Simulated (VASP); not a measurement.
Given:

```
CELL_PARAMETERS angstrom
      3.15000     0.00000     0.00000
      0.00000     3.15000     0.00000
      0.00000     0.00000     3.15000
ATOMIC_POSITIONS crystal
  Zn 0.50000 0.50000 0.50000
  Au 0.00000 0.00000 0.00000
```

Level of theory: r2SCAN+rVV10, VASP's PBE PAW potentials (set 64) (plane waves; VASP 6.6.1). Numerical set-up: 520 eV cut-off, 10×10×10 Γ-centred mesh, first-order Methfessel-Paxton smearing of 0.10 eV, potentials Zn Au.

Question: The ions, cell shape and volume are relaxed. Give the cell that the relaxation ends in.

Answer: 
```
CELL_PARAMETERS angstrom
      3.13827     0.00000     0.00000
      0.00000     3.13827     0.00000
      0.00000     0.00000     3.13827
ATOMIC_POSITIONS crystal
  Zn 0.50000 0.50000 0.50000
  Au 0.00000 0.00000 0.00000
```
Space group Pm-3m (221), at a tolerance of 0.03 Å.

Question: How do energy and volume change from the first to the last step?

Answer: The energy (σ→0) changes by -1.0 meV/atom and the volume by -1.1 %, in 4 ionic steps.

```
step  E(σ→0) (eV)  max force (eV/Å)  pressure (GPa)  volume (Å³)
----  -----------  ----------------  --------------  -----------
1        -59.3949             0.000           -1.56        31.26
2        -59.3955             0.000            1.64        30.57
3        -59.3969             0.000            0.18        30.87
4        -59.3969             0.000           -0.03        30.91
```

The compound is AuZn in the CsCl type structure. This run relaxes it. Symmetry was kept, so distortions that lower it aren't found. The electron count is odd and the run is not spin-polarised, which forces a metal.
